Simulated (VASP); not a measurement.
```
Zn2SSe
1.0
    1.94379     1.12225     6.35145
   -1.94379     1.12225     6.35145
    0.00000    -2.24449     6.35145
Zn Se S
2 1 1
Direct
  0.00383   0.00383   0.00383
  0.49629   0.49629   0.49629
  0.62440   0.62440   0.62440
  0.12545   0.12545   0.12545
```

The numbers are results of PBEsol GGA, VASP's PBE PAW potentials (set 64) (plane waves; VASP), not measurements. Run with 400 eV cut-off, Gaussian smearing of 0.050 eV, potentials Zn Se S.

What does the run give for the band gap (along the path) with the smallest direct gap where there is one?

```yaml
band gap (along the path): 1.42 eV
smallest direct gap (along the path): 1.42 eV
```

The absolute energy has meaning only against runs of the same code, potentials and settings.

The structure comes from a computed database's Zn2SeS entry (R3m); how it stands against other phases isn't given here. It was relaxed first.
